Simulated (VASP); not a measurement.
OSZICAR of a VASP run on KF (rock salt):

### OSZICAR
```
       N       E                     dE             d eps       ncg     rms          rms(c)
DAV:   1     0.125657841289E+03    0.12566E+03   -0.90757E+03   696   0.144E+03
DAV:   2    -0.390444144760E+01   -0.12956E+03   -0.11826E+03   832   0.339E+02
DAV:   3    -0.939863646283E+01   -0.54942E+01   -0.54645E+01   888   0.686E+01
DAV:   4    -0.958083897783E+01   -0.18220E+00   -0.18199E+00  1104   0.103E+01
DAV:   5    -0.958229383420E+01   -0.14549E-02   -0.14548E-02   864   0.113E+00    0.625E+00
DAV:   6    -0.833215163776E+01    0.12501E+01   -0.44182E+00   772   0.178E+01    0.356E+00
DAV:   7    -0.830311568123E+01    0.29036E-01   -0.12761E-01   956   0.316E+00    0.213E+00
DAV:   8    -0.829857465541E+01    0.45410E-02   -0.58984E-02   744   0.285E+00    0.213E-01
DAV:   9    -0.830036966158E+01   -0.17950E-02   -0.65823E-03   956   0.671E-01    0.122E-01
DAV:  10    -0.830094308537E+01   -0.57342E-03   -0.94244E-04   780   0.305E-01    0.614E-02
DAV:  11    -0.830108028999E+01   -0.13720E-03   -0.37459E-04   752   0.157E-01    0.208E-02
DAV:  12    -0.830107127877E+01    0.90112E-05   -0.66228E-05   884   0.679E-02    0.720E-03
DAV:  13    -0.830107094368E+01    0.33509E-06   -0.54230E-06   760   0.232E-02    0.273E-03
DAV:  14    -0.830107098972E+01   -0.46040E-07   -0.45549E-07   888   0.622E-03
   1 F= -.83010710E+01 E0= -.83010710E+01  d E =-.830107E+01
```

Which electronic solver shows in the log?

It is blocked Davidson (ALGO = Normal, or the opening steps of other solvers). The INCAR had ALGO = Normal.

Can the final energy be trusted as converged?

The calculation finished and met its thresholds. It stopped with EDIFF = 1E-7, NELM = 100, NSW = 30 and EDIFFG = -0.01 after 1 ionic step (PBE GGA, plane waves, VASP's PBE PAW potentials (set 64)).

The compound is KF in the rock salt structure. This cell was strained or had an atom moved on purpose.
